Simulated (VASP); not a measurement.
**RuAl (relaxed from the zinc blende structure, space group F-43m): computed properties**

The numbers are results of PBEsol GGA, VASP's PBE PAW potentials (set 64) (plane waves; VASP), not measurements.

```
Item                                                                   Value
----------------------------------  ----------------------------------------
space group                                                      F-43m (216)
cell                                a = b = c = 5.4377 Å, α = β = γ = 90.00°
volume per atom                                                20.10 Å³/atom
band gap (over mesh and band path)  none (metal, semimetal or under 0.01 eV)
density                                                           5.29 g/cm³
```

AlRu has the cubic space group F-43m (No. 216), the zinc blende structure, Pearson symbol cF8. Lattice parameters: a = 5.4377 Å, b = 5.4377 Å, c = 5.4377 Å, α = 90.00°, β = 90.00°, γ = 90.00°. Ru on 4a is surrounded by 4 Al at 2.355 Å (tetrahedral). Al on 4d is coordinated by 4 Ru at 2.355 Å (tetrahedral). (Neighbours: up to the widest gap in distance over summed covalent radii, below 1.35, at either atom.)
(The calculation used a cell of 2 atoms; values per cell refer to that cell.)

The structure was generated: RuAl was put into the zinc blende type (F-43m), which need not be its known phase. It was relaxed first, which changed the volume by -31 %. Symmetry was kept, so distortions that lower it aren't found. The electron count is odd and the run is not spin-polarised, which forces a metal.
